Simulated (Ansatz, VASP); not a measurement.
# Cross-check of GaSb between VASP and Ansatz, part 2 of 2

Aim: how closely do two programs agree when they are given the same cell, functional and k mesh? The cell is taken from a series of runs on this material, whose earlier steps may have relaxed, scaled, displaced or heated it; both programs get it as it stands.

VASP 6.6.1 and Ansatz 0.2.0.

So far: Starting point; VASP: zone-centre phonons, PBEsol.

### 2. VASP: zone-centre phonons, PBEsol (continued)

Level of this step: PBEsol; plane waves and PAW (Ga_d, Sb) (VASP).

Numbers of over 12 decimals in the logs are rounded to 6 here.

OUTCAR, selected parts (step 2):

```text
ion  position               nearest neighbor table
   1  0.000  0.000  0.000-   2 2.63   2 2.63   2 2.63   2 2.63
   2  0.750  0.750  0.750-   1 2.63   1 2.63   1 2.63   1 2.63

  LATTYP: Found a trigonal (rhomboedric) cell.
 ALAT       =     4.2922161285
 COS(alpha) =     0.4998507349

 Subroutine GETGRP returns: Found  6 space group operations
 (whereof  6 operations were pure point group operations)

The static configuration has the point symmetry C_3v.

   k-points           NKPTS =   1728   k-points in BZ     NKDIM =   1728   number of bands    NBANDS=     15

   dimension x,y,z NGX =    32 NGY =   32 NGZ =   32
   dimension x,y,z NGXF=    64 NGYF=   64 NGZF=   64

   ENCUT  =  500.0 eV  36.75 Ry    6.06 a.u.   7.83  7.83  7.83*2*pi/ulx,y,z

   NELECT =      18.0000    total number of electrons

 k-points in reciprocal lattice and weights: Points of the shifted mesh
   0.04166667  0.04166667  0.04166667       0.001
   0.04166667  0.04166667  0.12500000       0.001
   0.04166667  0.04166667  0.20833333       0.001
   0.04166667  0.04166667  0.29166667       0.001
   0.04166667  0.04166667  0.37500000       0.001
   0.04166667  0.04166667  0.45833333       0.001
   0.04166667  0.04166667  0.54166667       0.001
   0.04166667  0.04166667  0.62500000       0.001
   0.04166667  0.04166667  0.70833333       0.001
[...]
0.95833333  0.95833333  0.87500000       0.001
   0.95833333  0.95833333  0.95833333       0.001

 average (electrostatic) potential at core
       1 -65.3451       2 -87.2756

  Total        0.4139369      0.4139369      0.4139369      0.0004067      0.0004067      0.0004067
  in kB       11.8581725     11.8581725     11.8581725      0.0116510      0.0116510      0.0116510
  external PRESSURE =      11.8581725 kB  Pullay stress =       0.0000000 kB

  energy-cutoff  :      500.00
  volume of cell :       55.93
      direct lattice vectors                 reciprocal lattice vectors
    -0.000453011  3.035055114  3.035055114    -0.164704775  0.164729362  0.164729362
     3.035055114 -0.000453011  3.035055114     0.164729362 -0.164704775  0.164729362
     3.035055114  3.035055114 -0.000453011     0.164729362  0.164729362 -0.164704775

 POSITION                                       TOTAL-FORCE (eV/Angst)
 -----------------------------------------------------------------------------------
      0.00015      0.00015      0.00015        -0.000070     -0.000070     -0.000070
      4.55209      4.55209      4.55209         0.000070      0.000070      0.000070
 -----------------------------------------------------------------------------------
    total drift:                                0.000015      0.000015      0.000014

 Eigenvectors and eigenvalues of the dynamical matrix
 ----------------------------------------------------

   1 f  =    6.805234 THz    42.758546 2PiTHz  226.998173 cm-1    28.144174 meV
             X         Y         Z           dx          dy          dz
      0.000152  0.000152  0.000152     0.459888    0.459888    0.459888
      4.552090  4.552090  4.552090    -0.349051   -0.349051   -0.349051

   2 f  =    6.803996 THz    42.750769 2PiTHz  226.956884 cm-1    28.139055 meV
             X         Y         Z           dx          dy          dz
      0.000152  0.000152  0.000152     0.325194    0.325194   -0.650388
      4.552090  4.552090  4.552090    -0.246811   -0.246811    0.493621

   3 f  =    6.803996 THz    42.750769 2PiTHz  226.956884 cm-1    28.139055 meV
             X         Y         Z           dx          dy          dz
      0.000152  0.000152  0.000152     0.563253   -0.563253   -0.000000
      4.552090  4.552090  4.552090    -0.427488    0.427488   -0.000000

   4 f/i=    0.009558 THz     0.060056 2PiTHz    0.318828 cm-1     0.039530 meV
             X         Y         Z           dx          dy          dz
      0.000152  0.000152  0.000152    -0.342202    0.479191   -0.136989
      4.552090  4.552090  4.552090    -0.450881    0.631376   -0.180495

   5 f/i=    0.009558 THz     0.060056 2PiTHz    0.318828 cm-1     0.039530 meV
             X         Y         Z           dx          dy          dz
      0.000152  0.000152  0.000152     0.355752    0.118480   -0.474232
      4.552090  4.552090  4.552090     0.468734    0.156107   -0.624841

   6 f/i=    0.009679 THz     0.060817 2PiTHz    0.322867 cm-1     0.040030 meV
             X         Y         Z           dx          dy          dz
      0.000152  0.000152  0.000152    -0.349051   -0.349051   -0.349051
      4.552090  4.552090  4.552090    -0.459888   -0.459888   -0.459888

 ELASTIC MODULI CONTR FROM IONIC RELAXATION (kBar)
 Direction    XX          YY          ZZ          XY          YZ          ZX
 --------------------------------------------------------------------------------
 XX          -0.0015     -0.0010     -0.0010      0.2133      0.5157      0.1562
 YY          -0.0010     -0.0015     -0.0010      0.1562      0.2133      0.5157
 ZZ          -0.0010     -0.0010     -0.0015      0.5157      0.1562      0.2133
 XY           0.2133      0.1562      0.5157   -223.2510      1.3463      1.3463
 YZ           0.5157      0.2133      0.1562      1.3463   -223.2510      1.3463
 ZX           0.1562      0.5157      0.2133      1.3463      1.3463   -223.2510
 --------------------------------------------------------------------------------
```

### 3. Ansatz: zone-centre phonons, PBEsol

Ansatz runs on its PAW soft_1 files.

The same cell, functional, mesh and smearing now go to Ansatz, which takes its cutoff from its data sets.

Input file input.yaml:

```yaml
crystal:
  lattice:
    - [-0.000453011, 3.0350551139, 3.0350551139]
    - [3.0350551139, -0.000453011, 3.0350551139]
    - [3.0350551139, 3.0350551139, -0.000453011]
  atoms:
    - { symbol: Ga, position: [2.51196e-05, 2.51196e-05, 2.51196e-05] }
    - { symbol: Sb, position: [0.7499748804, 0.7499748804, 0.7499748804] }
kpoints:
  mp_grid: { grid: [12, 12, 12], shift: [0.5, 0.5, 0.5] }
hamiltonian:
  xc: pbesol
  pseudopotentials: { kind: paw, azcp: { folder: soft_1 }, xc_functional: pbe }
scf:
  occupations: { method: gaussian, width: 0.015 }
output:
  eigenvalues: true
phonons:
  method: dfpt
```

Run with:

```
ansatz run input.yaml --threads 4 --pin off --max-ram 10240MiB --backend cpu --events-out ev --progress --plain --runs-dir out
```

What it wrote:

```text
Engine: ansatz 0.2.0, x86_64-unknown-linux-gnu
Pseudopotentials: kind: paw
Pseudopotential: Ga, paw, valence charge 13, recommended cutoff 420 eV (normal), soft_1/Ga.paw.azcp
Pseudopotential: Sb, paw, valence charge 15, recommended cutoff 420 eV (normal), soft_1/Sb.paw.azcp
Functional definition: PBEsol
  exchange = pbesol_x
  correlation = pbesol_c
Crystal: 2 atoms, lattice volume = 55.928 Å³
Basis set: ecut = 420 eV, 1067 PW (Γ), exchange–correlation on 60×60×60 points (8 copies of the dense FFT grid, shifted against one another)
Bands: 18, of which v1, the nominal top of the filled ones, is band 14 counted from 1 (13 counted from 0)
Symmetry: 6 space group operations
k-points: 468 of 1728 (irreducible under 2 space group operations, time reversal used)
Non-local potential: Ga, projectors of the file, l = 0: 2, l = 1: 2, l = 2: 3, l = 3: 1
Non-local potential: Sb, projectors of the file, l = 0: 2, l = 1: 2, l = 2: 2, l = 3: 1
PAW form: soft (Blöchl's): semilocal exchange-correlation on the pseudo side does not see the compensation charge
PAW frozen core: Ga, regenerated for the run's functional, and the local potential with it (the file was generated under x = pbe(κ = 0.804, μ = 0.219515), c = pbe(β = 0.066725))
PAW frozen core: Sb, regenerated for the run's functional, and the local potential with it (the file was generated under x = pbe(κ = 0.804, μ = 0.219515), c = pbe(β = 0.066725))
PAW one-centre angular grid: Ga, 590 points (default); XC on 64 Gauss nodes
PAW one-centre angular grid: Sb, 590 points (default); XC on 64 Gauss nodes
Initial density: superposition of atomic densities (chi_scale 0.1, normalization cell, long waves kept (reshape's long-wave potential 0.00 eV rms))
Initial wavefunctions: pseudopotential atomic-orbital guess
Functional: x = pbesol(κ = 0.804, μ = 0.123457), c = pbesol(β = 0.046)
SCF iter   1: F=—  HF=-10151.698444 eV  |F-HF|=—  |Δ(HF+E_count)|=         —  Δρ=3.22e-2  dr2=4.15e-1  ethr=3.10e-3  ⟨swp⟩=6.0  Hψ=45969  notcnv=0
preconditioner: auto → none  [insulator: Δε(μ)=0.450 eV  Ē_g=14.815 eV  σ=0.015 eV  W_gap=1.00  n_scr=14 (ndim 8)  ℏωp=21.1 eV  f_vac=0.005  D(μ)=0.00/eV (n_scr^D=0)  ε∞_Penn≈3.0]
SCF iter   2: F=—  HF=-10151.621120 eV  |F-HF|=—  |Δ(HF+E_count)|=   7.73e-2  Δρ=1.47e-2  dr2=7.03e-2  ethr=1.48e-3  ⟨swp⟩=2.0  Hψ=14049  notcnv=0
SCF iter   3: F=—  HF=-10151.619460 eV  |F-HF|=—  |Δ(HF+E_count)|=   1.66e-3  Δρ=4.93e-3  dr2=1.26e-2  ethr=2.51e-4  ⟨swp⟩=2.0  Hψ=14521  notcnv=0
SCF iter   4: F=—  HF=-10151.613826 eV  |F-HF|=—  |Δ(HF+E_count)|=   5.63e-3  Δρ=8.55e-4  dr2=2.23e-4  ethr=4.49e-5  ⟨swp⟩=3.0  Hψ=16325  notcnv=0
SCF iter   5: F=—  HF=-10151.613785 eV  |F-HF|=—  |Δ(HF+E_count)|=   4.11e-5  Δρ=3.66e-4  dr2=2.59e-5  ethr=7.98e-7  ⟨swp⟩=2.0  Hψ=13618  notcnv=0
SCF iter   6: F=—  HF=-10151.613789 eV  |F-HF|=—  |Δ(HF+E_count)|=   4.12e-6  Δρ=3.60e-5  dr2=6.07e-7  ethr=9.25e-8  ⟨swp⟩=2.0  Hψ=14613  notcnv=0
SCF iter   7: F=—  HF=-10151.613788 eV  |F-HF|=—  |Δ(HF+E_count)|=   7.17e-7  Δρ=6.94e-6  dr2=2.34e-8  ethr=2.17e-9  ⟨swp⟩=2.0  Hψ=14976  notcnv=0
SCF iter   8: F=—  HF=-10151.613788 eV  |F-HF|=—  |Δ(HF+E_count)|=   2.38e-8  Δρ=1.74e-6  dr2=1.52e-9  ethr=8.35e-11  ⟨swp⟩=2.3  Hψ=11625  notcnv=0
SCF iter   9: F=—  HF=-10151.613788 eV  |F-HF|=—  |Δ(HF+E_count)|=  4.55e-10  Δρ=1.58e-7  dr2=1.25e-11  ethr=5.43e-12  ⟨swp⟩=2.0  Hψ=14976  notcnv=0
SCF iter  10: F=-10151.613788 eV  HF=-10151.613788 eV  |F-HF|=1.82e-12  |Δ(HF+E_count)|=  1.82e-12  Δρ=2.38e-8  dr2=1.92e-13  ethr=1.00e-12  ⟨swp⟩=6.0  Hψ=37738  notcnv=0
SCF 1 converged in 10 iterations: F = -10151.613788 eV  dr2 = 1.92e-13
  greatest PAW one-centre occupation: 0.996 electrons in one spin orbital (limit 2), on the Sb atom at site 1 (counted from 0), in its partial waves of l = 2
DFPT response loops at Γ: preconditioner auto → none (the input reference at scf.mixing.eps_inf says where Resta's filter doesn't serve); β = 0.50; Broyden in place of MSR1
SCF converged after 10 iterations
Free energy (F): -10151.613788 eV
Harris-Foulkes:  -10151.613788 eV  (|F-HF|=1.82e-12)
Internal energy: -10151.613788 eV  (E = F + TS)
E sigma→0 (E₀):  -10151.613788 eV
Fermi energy:    8.172673 eV
--- Per-component energies (eV) ---
  E_band       = -254.168154
  E_kinetic    = 276.314659
  E_local      = -3350.374933  (includes V_loc(G=0)·N_el)
  E_nonlocal   = 299.897126
  E_hartree    = 1716.372385
  E_xc         = -160.633484
  E_vxc        = -146.415508  (∫ρ·V_xc dr)
  E_paw        = -6420.977062  (= ΣΔE_a)
  E_vpaw       = -766.334199  (= ΣTr[D̂ρ^β])
  E_aug_tail   = -0.000065  (compensation charges beyond the density's cutoff)
  E_ewald      = -2513.407247
  E_core_change = 1.194834  (= ΣΔE_core)
  E_smearing   = -0.000000  (= −TS)
  E_closure    = -0.000000  (closes the sum)
  Σ components = -10151.613788   (vs F -10151.613788, Δ=0.00e0)
--- Band table (eV; the first three rows and the last of 468) ---
  k-point 0: bands = [... 10 lower, -3.6640, 7.4010, 7.9501, 7.9501, 8.6093, 10.7967, 10.7967, 10.8060]
  k-point 1: bands = [... 10 lower, -3.5660, 6.3677, 7.5775, 7.8904, 9.1513, 10.8915, 10.9295, 11.3735]
  k-point 2: bands = [... 10 lower, -3.3265, 4.9969, 7.2073, 7.6306, 9.1694, 11.2318, 11.4278, 12.2778]
  k-point 467: bands = [... 10 lower, -1.9867, 1.5025, 6.5969, 6.7554, 8.5955, 11.6571, 11.7947, 14.4147]
--- Phonons (Γ-DFPT): 2 representative perturbations + reference, on 468 of 1728 k-points (Σ response iterations 6) ---
  k mesh reduced under 2 symmetry operations, with k and −k counted as one. Each operation leaves every solved perturbation unchanged. A smaller set is not used because it would not reduce the number of displacements times k-points to solve
  ASR residual: 1.558e-5 → 0.000e0 eV/Å²; symmetrization residual: 7.433e-6 eV/Å²
  ASR residual per site (eV/Å²): 1.56e-5 1.36e-5
  Γ frequencies (cm⁻¹): 0.00 0.00 0.00 226.08 226.08 226.13
  non-analytic LO–TO correction: not included (Born effective charges unavailable; polar crystals: no LO–TO splitting at Γ)
```

In the SCF lines HF is the Harris–Foulkes energy and dr2 the Hartree energy of the density residual, in eV; the loop may stop once dr2 is under the threshold and the program's other checks hold. Hψ counts applications of the Hamiltonian.

### 4. Side by side

Known differences besides the potentials themselves: the data sets hold 28 valence electrons in Ansatz (on its PAW soft_1 files) and 18 in VASP; the cutoff is 420 eV in Ansatz and 500 eV in VASP; Ansatz makes its cores anew for this functional, VASP keeps those of its PBE data sets. Total energies have different zeros and are not compared.

Compared:

```
                  quantity  Ansatz   VASP  difference
optical mode 1 to 3 (cm⁻¹)   226.1  227.0     -0.39 %
```

Modes are paired by rising frequency, not by their patterns, so a pair may set unlike modes beside each other; they are those without the splitting of longitudinal modes.

### 5. Outcome

| Property | Result |
| --- | --- |
| r.m.s. difference of the optical zone-centre modes, each program's sorted by frequency (zone-centre phonons, PBEsol) | 0.87 cm⁻¹ |

The r.m.s. difference of the optical zone-centre modes, each program's sorted by frequency is 0.87 cm⁻¹ (zone-centre phonons, PBEsol). The data sets hold unlike numbers of valence electrons (28 in Ansatz and 18 in VASP), so part of the differences comes from the potentials. How closely two codes agree says nothing of how well the functional describes the real material.

[Lines on the potential files, build, host, timing and source positions are cut from VASP's logs without a mark.]

[Logs are printed without paths, hosts, clocks, repeated set-up lines and the standing remarks that a program may print on its own settings, such as how far it seeks lower states.]

[Hosts, paths, dates, database ids (printed as entryN), source tags and the programs' standing remarks are cut or masked in the printed files.]
